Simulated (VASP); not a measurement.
# CuRh2S4 (Cuprorhodsite) with PBEsol: from relaxation to properties, part 4 of 6

How well does PBEsol reproduce what experiment finds for CuRh2S4 (Cuprorhodsite)? The cell is relaxed first, and properties follow on it. The start is a cell from a database of measured crystal structures.

VASP 6.6.1; PBEsol, no spin polarisation; plane waves and PAW (Cu, Rh_pv, S).

Still holding for the runs below: This run has no spin polarisation, although Cu and Rh can carry a moment. The k-mesh is coarse for a metal.

So far. Step 5 (Band structure (PBEsol)): There is no gap at this level. Step 6 (Density of states (PBEsol)): The finer mesh and the other smearing move the Fermi level by -0.03 eV from the 4×4×4 run, a small shift, which tests the Fermi level alone. Of the states within 0.3 eV of the Fermi level, the largest shares in the PAW spheres are S p 35 %, Rh d 29 % and Cu d 12 %. The rest lies in smaller channels or between the spheres.

## Step 7: Core levels (PBEsol)

Core levels shift with the potential at each site, so they tell like atoms on unlike sites apart.

INCAR

```
SYSTEM = CuRh2S4
PREC = Accurate
ENCUT = 400
EDIFF = 1E-06
NELM = 100
ISMEAR = 0
SIGMA = 0.05
LREAL = .FALSE.
ALGO = Normal
GGA = PS
NBANDS = 80
LASPH = .TRUE.
LORBIT = 11
LWAVE = .FALSE.
LCHARG = .FALSE.
KPAR = 8
ICORELEVEL = 1
```

POSCAR

```
CuRh2S4
1.0
    0.0000000000      4.8555710460      4.8555710460
    4.8555710460      0.0000000000      4.8555710460
    4.8555710460      4.8555710460      0.0000000000
Cu Rh S
2 4 8
Direct
    0.0000000000      0.0000000000      0.0000000000
    0.2500000000      0.2500000000      0.2500000000
    0.6250000000      0.6250000000      0.6250000000
    0.1250000000      0.6250000000      0.6250000000
    0.6250000000      0.6250000000      0.1250000000
    0.6250000000      0.1250000000      0.6250000000
    0.3839428768      0.3839428768      0.3839428768
    0.4018286304      0.8660571232      0.8660571232
    0.3839428768      0.3839428768      0.8481713696
    0.8660571232      0.4018286304      0.8660571232
    0.8481713696      0.3839428768      0.3839428768
    0.8660571232      0.8660571232      0.8660571232
    0.3839428768      0.8481713696      0.3839428768
    0.8660571232      0.8660571232      0.4018286304
```

KPOINTS

```
Automatic mesh
0
Gamma
4 4 4
0 0 0
```

PAW data sets: Cu, Rh_pv and S (PBE family, release 64).

Launch:

```console
$ mpirun -np 8 vasp_std
```

What it wrote:

```text
[... set-up lines as in an earlier step ...]
 entering main loop
       N       E                     dE             d eps       ncg     rms          rms(c)
[... 22 cycles as in an earlier step ...]
   1 F= -.83433929E+02 E0= -.83425602E+02  d E =-.166542E-01
```

Wall time 34 s (8 MPI ranks of Intel Xeon 6975P-C (Granite Rapids), shared host); peak memory 3 GiB; 4.3 min of CPU time.

From OUTCAR (step 7):

```text
   NELECT =     130.0000    total number of electrons

 the core state eigenenergies are
   1-  1s  -8841.7665  2s  -1054.0797  2p   -908.5422  3s   -105.5825  3p    -62.9420

   2-  1s  -8841.7665  2s  -1054.0797  2p   -908.5422  3s   -105.5825  3p    -62.9420

   3-  1s -23023.8334  2s  -3329.0643  2p  -2982.1453  3s   -586.3223  3p   -472.3179
       3d   -290.1725  4s    -71.7316
   4-  1s -23023.8334  2s  -3329.0643  2p  -2982.1453  3s   -586.3223  3p   -472.3179
       3d   -290.1725  4s    -71.7316
   5-  1s -23023.8334  2s  -3329.0643  2p  -2982.1453  3s   -586.3223  3p   -472.3179
       3d   -290.1725  4s    -71.7316
   6-  1s -23023.8334  2s  -3329.0643  2p  -2982.1453  3s   -586.3223  3p   -472.3179
       3d   -290.1725  4s    -71.7316
   7-  1s  -2393.2942  2s   -199.2277  2p   -144.0127
   8-  1s  -2393.2942  2s   -199.2277  2p   -144.0127
   9-  1s  -2393.2942  2s   -199.2277  2p   -144.0127
  10-  1s  -2393.2942  2s   -199.2277  2p   -144.0127
  11-  1s  -2393.2942  2s   -199.2277  2p   -144.0127
  12-  1s  -2393.2942  2s   -199.2277  2p   -144.0127
  13-  1s  -2393.2942  2s   -199.2277  2p   -144.0127
  14-  1s  -2393.2942  2s   -199.2277  2p   -144.0127

 E-fermi :   7.0424

[... 20 parts as in an earlier step ...]

[... 1 further part left out ...]
```

These are scalar-relativistic Kohn-Sham levels of the ground state, with no core hole, so they are not binding energies.

Numbers from this step:

- SCF cycles: 22
- bands: 80
- irreducible k-points: 8
- free energy (TOTEN): -83.4339 eV
- Fermi energy: 7.042 eV
- pressure: 0.03917 GPa

Kohn-Sham core levels. Core levels, by row, the first 40 of 62 rows:

| atom | shell | level below the Fermi level (eV) |
| --- | --- | --- |
| Cu1 | 1s | 8849 |
| Cu1 | 2s | 1061 |
| Cu1 | 2p | 915.6 |
| Cu1 | 3s | 112.6 |
| Cu1 | 3p | 69.98 |
| Cu2 | 1s | 8849 |
| Cu2 | 2s | 1061 |
| Cu2 | 2p | 915.6 |
| Cu2 | 3s | 112.6 |
| Cu2 | 3p | 69.98 |
| Rh3 | 1s | 23031 |
| Rh3 | 2s | 3336 |
| Rh3 | 2p | 2989 |
| Rh3 | 3s | 593.4 |
| Rh3 | 3p | 479.4 |
| Rh3 | 3d | 297.2 |
| Rh3 | 4s | 78.77 |
| Rh4 | 1s | 23031 |
| Rh4 | 2s | 3336 |
| Rh4 | 2p | 2989 |
| Rh4 | 3s | 593.4 |
| Rh4 | 3p | 479.4 |
| Rh4 | 3d | 297.2 |
| Rh4 | 4s | 78.77 |
| Rh5 | 1s | 23031 |
| Rh5 | 2s | 3336 |
| Rh5 | 2p | 2989 |
| Rh5 | 3s | 593.4 |
| Rh5 | 3p | 479.4 |
| Rh5 | 3d | 297.2 |
| Rh5 | 4s | 78.77 |
| Rh6 | 1s | 23031 |
| Rh6 | 2s | 3336 |
| Rh6 | 2p | 2989 |
| Rh6 | 3s | 593.4 |
| Rh6 | 3p | 479.4 |
| Rh6 | 3d | 297.2 |
| Rh6 | 4s | 78.77 |
| S7 | 1s | 2400 |
| S7 | 2s | 206.3 |

Atoms of one element give levels within 0.1 eV of each other.

## Step 8: Field gradients at the nuclei (PBEsol)

Field gradients probe how far the charge around each nucleus departs from cubic symmetry; LASPH keeps the non-spherical terms inside the spheres.

Changes to INCAR since step 7:

```diff
@@ -3,3 +3,3 @@
 ENCUT = 400
-EDIFF = 1E-06
+EDIFF = 1E-07
 NELM = 100
@@ -16,2 +16,2 @@
 KPAR = 8
-ICORELEVEL = 1
+LEFG = .TRUE.
```

POSCAR is that of step 7.

KPOINTS is that of step 7.

Launch:

```console
$ mpirun -np 8 vasp_std
```

What it wrote:

```text
[... set-up lines as in an earlier step ...]
 entering main loop
       N       E                     dE             d eps       ncg     rms          rms(c)
[... 16 cycles as in an earlier step ...]
DAV:  17    -0.834339335112E+02    0.20531E-04   -0.75793E-05  2064   0.162E-01    0.360E-02
DAV:  18    -0.834339325077E+02    0.10036E-05   -0.35306E-05  1928   0.344E-02    0.172E-02
DAV:  19    -0.834339314075E+02    0.11002E-05   -0.32950E-06  1776   0.188E-02    0.132E-02
DAV:  20    -0.834339331955E+02   -0.17880E-05   -0.21074E-06  1736   0.313E-02    0.151E-02
DAV:  21    -0.834339293246E+02    0.38709E-05   -0.56556E-06  1896   0.587E-02    0.463E-03
DAV:  22    -0.834339294851E+02   -0.16056E-06   -0.12336E-06  1424   0.358E-03    0.237E-03
DAV:  23    -0.834339294826E+02    0.25357E-08   -0.36290E-08   832   0.392E-03
ion   1
     0.0000000     0.0000000    -0.0000000    -0.0000000    -0.0000000    -0.0000000
     0.0000464     0.0000000    -0.0000000    -0.0000000    -0.0000000    -0.0000000
     0.0000639     0.0000000    -0.0000000    -0.0000000    -0.0000000    -0.0000000
     0.0000880     0.0000000    -0.0000000    -0.0000000    -0.0000000    -0.0000000
     0.0001211     0.0000000    -0.0000000    -0.0000000    -0.0000000    -0.0000000

     0.0000000     0.0000000    -0.0000000    -0.0000000    -0.0000000    -0.0000000
     0.0000464     0.0000000    -0.0000000    -0.0000000    -0.0000000    -0.0000000
     0.0000639     0.0000000    -0.0000000    -0.0000000    -0.0000000    -0.0000000
     0.0000880     0.0000000    -0.0000000    -0.0000000    -0.0000000    -0.0000000
     0.0001211     0.0000000    -0.0000000    -0.0000000    -0.0000000    -0.0000000

ion   2
     0.0000000     0.0000000    -0.0000000    -0.0000000    -0.0000000    -0.0000000
     0.0000464     0.0000000    -0.0000000    -0.0000000    -0.0000000    -0.0000000
     0.0000639     0.0000000    -0.0000000    -0.0000000    -0.0000000    -0.0000000
     0.0000880     0.0000000    -0.0000000    -0.0000000    -0.0000000    -0.0000000
     0.0001211     0.0000000    -0.0000000    -0.0000000    -0.0000000    -0.0000000

     0.0000000     0.0000000    -0.0000000    -0.0000000    -0.0000000    -0.0000000
     0.0000464     0.0000000    -0.0000000    -0.0000000    -0.0000000    -0.0000000
     0.0000639     0.0000000    -0.0000000    -0.0000000    -0.0000000    -0.0000000
     0.0000880     0.0000000    -0.0000000    -0.0000000    -0.0000000    -0.0000000
     0.0001211     0.0000000    -0.0000000    -0.0000000    -0.0000000    -0.0000000

ion   3
     0.0000000     2.5215887     2.5215887    -0.0000000     2.5215887    -0.0000000
     0.0000545     2.5215887     2.5215887    -0.0000000     2.5215887    -0.0000000
     0.0000750     2.5215887     2.5215887    -0.0000000     2.5215887    -0.0000000
     0.0001033     2.5215886     2.5215886    -0.0000000     2.5215886    -0.0000000
     0.0001422     2.5215886     2.5215886    -0.0000000     2.5215886    -0.0000000

     0.0000000    21.9769370    21.9769370    -0.0000000    21.9769370    -0.0000000
     0.0000545    21.9776872    21.9776872    -0.0000000    21.9776872    -0.0000000
     0.0000750    21.9781291    21.9781291    -0.0000000    21.9781291    -0.0000000
     0.0001033    21.9788587    21.9788587    -0.0000000    21.9788587    -0.0000000
     0.0001422    21.9800582    21.9800582    -0.0000000    21.9800582    -0.0000000

ion   4
     0.0000000    -2.5215887     2.5215887     0.0000000    -2.5215887     0.0000000
     0.0000545    -2.5215887     2.5215887     0.0000000    -2.5215887     0.0000000
     0.0000750    -2.5215887     2.5215887     0.0000000    -2.5215887     0.0000000
     0.0001033    -2.5215886     2.5215886     0.0000000    -2.5215886     0.0000000
     0.0001422    -2.5215886     2.5215886     0.0000000    -2.5215886     0.0000000

     0.0000000   -21.9769370    21.9769370     0.0000000   -21.9769370     0.0000000
     0.0000545   -21.9776872    21.9776872     0.0000000   -21.9776872     0.0000000
     0.0000750   -21.9781291    21.9781291     0.0000000   -21.9781291     0.0000000
     0.0001033   -21.9788587    21.9788587     0.0000000   -21.9788587     0.0000000
     0.0001422   -21.9800582    21.9800582     0.0000000   -21.9800582     0.0000000

ion   5
     0.0000000     2.5215887    -2.5215887     0.0000000    -2.5215887    -0.0000000
     0.0000545     2.5215887    -2.5215887     0.0000000    -2.5215887    -0.0000000
     0.0000750     2.5215887    -2.5215887     0.0000000    -2.5215887    -0.0000000
     0.0001033     2.5215886    -2.5215886     0.0000000    -2.5215886    -0.0000000
     0.0001422     2.5215886    -2.5215886     0.0000000    -2.5215886    -0.0000000

     0.0000000    21.9769370   -21.9769370     0.0000000   -21.9769370    -0.0000000
     0.0000545    21.9776872   -21.9776872     0.0000000   -21.9776872    -0.0000000
     0.0000750    21.9781291   -21.9781291     0.0000000   -21.9781291    -0.0000000
     0.0001033    21.9788587   -21.9788587     0.0000000   -21.9788587    -0.0000000
     0.0001422    21.9800582   -21.9800582     0.0000000   -21.9800582    -0.0000000

ion   6
     0.0000000    -2.5215887    -2.5215887     0.0000000     2.5215887     0.0000000
     0.0000545    -2.5215887    -2.5215887     0.0000000     2.5215887     0.0000000
     0.0000750    -2.5215887    -2.5215887     0.0000000     2.5215887     0.0000000
     0.0001033    -2.5215886    -2.5215886     0.0000000     2.5215886     0.0000000
     0.0001422    -2.5215886    -2.5215886     0.0000000     2.5215886     0.0000000

     0.0000000   -21.9769370   -21.9769370     0.0000000    21.9769370     0.0000000
     0.0000545   -21.9776872   -21.9776872     0.0000000    21.9776872     0.0000000
     0.0000750   -21.9781291   -21.9781291     0.0000000    21.9781291     0.0000000
     0.0001033   -21.9788587   -21.9788587     0.0000000    21.9788587     0.0000000
     0.0001422   -21.9800582   -21.9800582     0.0000000    21.9800582     0.0000000

ion   7
     0.0000000     0.5999598     0.5999598     0.0000000     0.5999598    -0.0000000
     0.0000369     0.5999598     0.5999598     0.0000000     0.5999598    -0.0000000
     0.0000508     0.5999598     0.5999598     0.0000000     0.5999598    -0.0000000
     0.0000700     0.5999598     0.5999598     0.0000000     0.5999598    -0.0000000
     0.0000964     0.5999598     0.5999598     0.0000000     0.5999598    -0.0000000

     0.0000000     4.0820881     4.0820881     0.0000000     4.0820881    -0.0000000
     0.0000369     4.0820779     4.0820779     0.0000000     4.0820779    -0.0000000
     0.0000508     4.0820717     4.0820717     0.0000000     4.0820717    -0.0000000
     0.0000700     4.0820614     4.0820614     0.0000000     4.0820614    -0.0000000
     0.0000964     4.0820445     4.0820445     0.0000000     4.0820445    -0.0000000

ion   8
     0.0000000    -0.5999598     0.5999598     0.0000000    -0.5999598    -0.0000000
     0.0000369    -0.5999598     0.5999598     0.0000000    -0.5999598    -0.0000000
     0.0000508    -0.5999598     0.5999598     0.0000000    -0.5999598    -0.0000000
     0.0000700    -0.5999598     0.5999598     0.0000000    -0.5999598    -0.0000000
     0.0000964    -0.5999598     0.5999598     0.0000000    -0.5999598    -0.0000000

     0.0000000    -4.0820881     4.0820881     0.0000000    -4.0820881    -0.0000000
     0.0000369    -4.0820779     4.0820779     0.0000000    -4.0820779    -0.0000000
     0.0000508    -4.0820717     4.0820717     0.0000000    -4.0820717    -0.0000000
     0.0000700    -4.0820614     4.0820614     0.0000000    -4.0820614    -0.0000000
     0.0000964    -4.0820445     4.0820445     0.0000000    -4.0820445    -0.0000000

ion   9
     0.0000000     0.5999598    -0.5999598    -0.0000000    -0.5999598     0.0000000
     0.0000369     0.5999598    -0.5999598    -0.0000000    -0.5999598     0.0000000
     0.0000508     0.5999598    -0.5999598    -0.0000000    -0.5999598     0.0000000
     0.0000700     0.5999598    -0.5999598    -0.0000000    -0.5999598     0.0000000
     0.0000964     0.5999598    -0.5999598    -0.0000000    -0.5999598     0.0000000

     0.0000000     4.0820881    -4.0820881    -0.0000000    -4.0820881     0.0000000
     0.0000369     4.0820779    -4.0820779    -0.0000000    -4.0820779     0.0000000
     0.0000508     4.0820717    -4.0820717    -0.0000000    -4.0820717     0.0000000
     0.0000700     4.0820614    -4.0820614    -0.0000000    -4.0820614     0.0000000
     0.0000964     4.0820445    -4.0820445    -0.0000000    -4.0820445     0.0000000

ion  10
     0.0000000    -0.5999598    -0.5999598     0.0000000     0.5999598     0.0000000
     0.0000369    -0.5999598    -0.5999598     0.0000000     0.5999598     0.0000000
     0.0000508    -0.5999598    -0.5999598     0.0000000     0.5999598     0.0000000
     0.0000700    -0.5999598    -0.5999598     0.0000000     0.5999598     0.0000000
     0.0000964    -0.5999598    -0.5999598     0.0000000     0.5999598     0.0000000

     0.0000000    -4.0820881    -4.0820881     0.0000000     4.0820881     0.0000000
     0.0000369    -4.0820779    -4.0820779     0.0000000     4.0820779     0.0000000
     0.0000508    -4.0820717    -4.0820717     0.0000000     4.0820717     0.0000000
     0.0000700    -4.0820614    -4.0820614     0.0000000     4.0820614     0.0000000
     0.0000964    -4.0820445    -4.0820445     0.0000000     4.0820445     0.0000000

ion  11
     0.0000000    -0.5999598     0.5999598     0.0000000    -0.5999598     0.0000000
     0.0000369    -0.5999598     0.5999598     0.0000000    -0.5999598     0.0000000
     0.0000508    -0.5999598     0.5999598     0.0000000    -0.5999598     0.0000000
     0.0000700    -0.5999598     0.5999598     0.0000000    -0.5999598     0.0000000
     0.0000964    -0.5999598     0.5999598     0.0000000    -0.5999598     0.0000000

     0.0000000    -4.0820881     4.0820881     0.0000000    -4.0820881     0.0000000
     0.0000369    -4.0820779     4.0820779     0.0000000    -4.0820779     0.0000000
     0.0000508    -4.0820717     4.0820717     0.0000000    -4.0820717     0.0000000
     0.0000700    -4.0820614     4.0820614     0.0000000    -4.0820614     0.0000000
     0.0000964    -4.0820445     4.0820445     0.0000000    -4.0820445     0.0000000

ion  12
     0.0000000     0.5999598     0.5999598     0.0000000     0.5999598     0.0000000
     0.0000369     0.5999598     0.5999598     0.0000000     0.5999598     0.0000000
     0.0000508     0.5999598     0.5999598     0.0000000     0.5999598     0.0000000
     0.0000700     0.5999598     0.5999598     0.0000000     0.5999598     0.0000000
     0.0000964     0.5999598     0.5999598     0.0000000     0.5999598     0.0000000

     0.0000000     4.0820881     4.0820881     0.0000000     4.0820881     0.0000000
     0.0000369     4.0820779     4.0820779     0.0000000     4.0820779     0.0000000
     0.0000508     4.0820717     4.0820717     0.0000000     4.0820717     0.0000000
     0.0000700     4.0820614     4.0820614     0.0000000     4.0820614     0.0000000
     0.0000964     4.0820445     4.0820445     0.0000000     4.0820445     0.0000000

ion  13
     0.0000000    -0.5999598    -0.5999598    -0.0000000     0.5999598     0.0000000
     0.0000369    -0.5999598    -0.5999598    -0.0000000     0.5999598     0.0000000
     0.0000508    -0.5999598    -0.5999598    -0.0000000     0.5999598     0.0000000
     0.0000700    -0.5999598    -0.5999598    -0.0000000     0.5999598     0.0000000
     0.0000964    -0.5999598    -0.5999598    -0.0000000     0.5999598     0.0000000

     0.0000000    -4.0820881    -4.0820881    -0.0000000     4.0820881     0.0000000
     0.0000369    -4.0820779    -4.0820779    -0.0000000     4.0820779     0.0000000
     0.0000508    -4.0820717    -4.0820717    -0.0000000     4.0820717     0.0000000
     0.0000700    -4.0820614    -4.0820614    -0.0000000     4.0820614     0.0000000
     0.0000964    -4.0820445    -4.0820445    -0.0000000     4.0820445     0.0000000

ion  14
     0.0000000     0.5999598    -0.5999598     0.0000000    -0.5999598    -0.0000000
     0.0000369     0.5999598    -0.5999598     0.0000000    -0.5999598    -0.0000000
     0.0000508     0.5999598    -0.5999598     0.0000000    -0.5999598    -0.0000000
     0.0000700     0.5999598    -0.5999598     0.0000000    -0.5999598    -0.0000000
     0.0000964     0.5999598    -0.5999598     0.0000000    -0.5999598    -0.0000000

     0.0000000     4.0820881    -4.0820881     0.0000000    -4.0820881    -0.0000000
     0.0000369     4.0820779    -4.0820779     0.0000000    -4.0820779    -0.0000000
     0.0000508     4.0820717    -4.0820717     0.0000000    -4.0820717    -0.0000000
     0.0000700     4.0820614    -4.0820614     0.0000000    -4.0820614    -0.0000000
     0.0000964     4.0820445    -4.0820445     0.0000000    -4.0820445    -0.0000000

   1 F= -.83433929E+02 E0= -.83425602E+02  d E =-.166555E-01
```

Wall time 31 s (8 MPI ranks); peak memory 3.1 GiB; 4 min of CPU time.

OUTCAR, selected parts (step 8):

```text
   NELECT =     130.0000    total number of electrons

 E-fermi :   7.0425

 k-point     1 :       0.0000    0.0000    0.0000
  band No.  band energies     occupation
    ...
     62       5.9084      2.00000
     63       5.9084      2.00000
     64       6.9265      1.99896
     65       6.9265      1.99896
     66       6.9265      1.99896
     67       9.6738      0.00000
     68       9.6738      0.00000
     69       9.6738      0.00000
     70       9.8739      0.00000
     71       9.8739      0.00000
    ...

  Total        0.0383633      0.0383633      0.0383633     -0.0000000      0.0000000     -0.0000000
  in kB        0.2684576      0.2684576      0.2684576     -0.0000000      0.0000000     -0.0000000
  external PRESSURE =       0.2684576 kB  Pullay stress =       0.0000000 kB

 POSITION                                       TOTAL-FORCE (eV/Angst)
 -----------------------------------------------------------------------------------
      0.00000      0.00000      0.00000        -0.000000     -0.000000     -0.000000
      2.42779      2.42779      2.42779        -0.000000     -0.000000     -0.000000
      6.06946      6.06946      6.06946        -0.000000     -0.000000     -0.000000
      6.06946      3.64168      3.64168        -0.000000     -0.000000     -0.000000
      3.64168      3.64168      6.06946        -0.000000     -0.000000     -0.000000
      3.64168      6.06946      3.64168        -0.000000     -0.000000     -0.000000
      3.72852      3.72852      3.72852         0.000177      0.000177      0.000177
      8.41040      6.15631      6.15631        -0.000177      0.000177      0.000177
      5.98262      5.98262      3.72852        -0.000177     -0.000177      0.000177
      6.15631      8.41040      6.15631         0.000177     -0.000177      0.000177
      3.72852      5.98262      5.98262         0.000177     -0.000177     -0.000177
      8.41040      8.41040      8.41040        -0.000177     -0.000177     -0.000177
      5.98262      3.72852      5.98262        -0.000177      0.000177     -0.000177
      6.15631      6.15631      8.41040         0.000177      0.000177     -0.000177
 -----------------------------------------------------------------------------------
    total drift:                                0.000000      0.000000     -0.000000

  FREE ENERGIE OF THE ION-ELECTRON SYSTEM (eV)
  ---------------------------------------------------
  free  energy   TOTEN  =       -83.4339294826 eV

  energy  without entropy=      -83.4172739508  energy(sigma->0) =      -83.42560172

 Electric field gradients after diagonalization (V/A^2)
 (convention: |V_zz| > |V_xx| > |V_yy|)
----------------------------------------------------------------------
 ion       V_xx      V_yy      V_zz     asymmetry (V_yy - V_xx)/ V_zz
----------------------------------------------------------------------
   1       0.002     0.002    -0.003       0.000
   2       0.002     0.002    -0.003       0.000
   3      23.360    23.360   -46.719       0.000
   4      23.360    23.354   -46.714       0.000
   5      23.360    23.354   -46.714       0.000
   6      23.360    23.354   -46.714       0.000
   7       4.182     4.182    -8.364       0.000
   8       4.183     4.182    -8.364       0.000
   9       4.183     4.182    -8.364       0.000
  10       4.183     4.182    -8.364       0.000
  11       4.183     4.182    -8.364       0.000
  12       4.182     4.182    -8.364       0.000
  13       4.183     4.182    -8.364       0.000
  14       4.183     4.182    -8.364       0.000
----------------------------------------------------------------------

[... 10 parts as in an earlier step ...]

[... 7 further parts left out ...]
```

Numbers from this step:

```yaml
scf_cycles: 23
fermi_energy: 7.043 eV
pressure: 0.02685 GPa
```

[end of part 4 of 6]

[Lines on the potential files, build, host, timing and source positions are cut from VASP's logs without a mark.]

[Logs are printed without paths, hosts, clocks, repeated set-up lines and the standing remarks that a program may print on its own settings, such as how far it seeks lower states.]

[Hosts, paths, dates, database ids (printed as entryN), source tags and the programs' standing remarks are cut or masked in the printed files.]

[A measured line is paired with the nearest computed mode of its activity, which favours agreement.]

[In band tables of VASP the shares of atoms and orbitals are scaled to a sum of 1 inside the atoms' spheres.]
